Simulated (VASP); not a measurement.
Given:

```
CELL_PARAMETERS angstrom
      0.00000     2.40942     2.40942
      2.40942     0.00000     2.40942
      2.40942     2.40942     0.00000
ATOMIC_POSITIONS crystal
  B  0.00000 0.00000 0.00000
  As 0.25000 0.25000 0.25000
```

Level of theory: PW91 GGA, VASP's PBE PAW potentials (set 64) (plane waves; VASP). Numerical set-up: 520 eV cut-off, Gaussian smearing of 0.050 eV, potentials B As.

Problem. Give the energies of bands 2 to 7 at the high-symmetry points, in eV from the valence-band maximum.

Solution. 
```csv
band,Γ,X,U,L,W
2,0.00,-8.37,-8.00,-8.58,-7.93
3,0.00,-3.96,-5.77,-1.77,-5.32
4,0.00,-3.96,-3.39,-1.77,-5.03
5,3.25,1.47,2.07,2.55,5.25
6,3.25,1.48,5.48,4.76,5.80
7,3.25,11.10,9.04,4.76,6.75
```

The gap is indirect, 1.22 eV, from the valence maximum at Γ to the conduction minimum at Γ-X at 0.79.

Measured: gap 1.82 eV (computed value off by -0.60 eV), as given by Wikipedia, List of semiconductor materials.

The compound is BAs in the zinc blende structure. It was relaxed first.
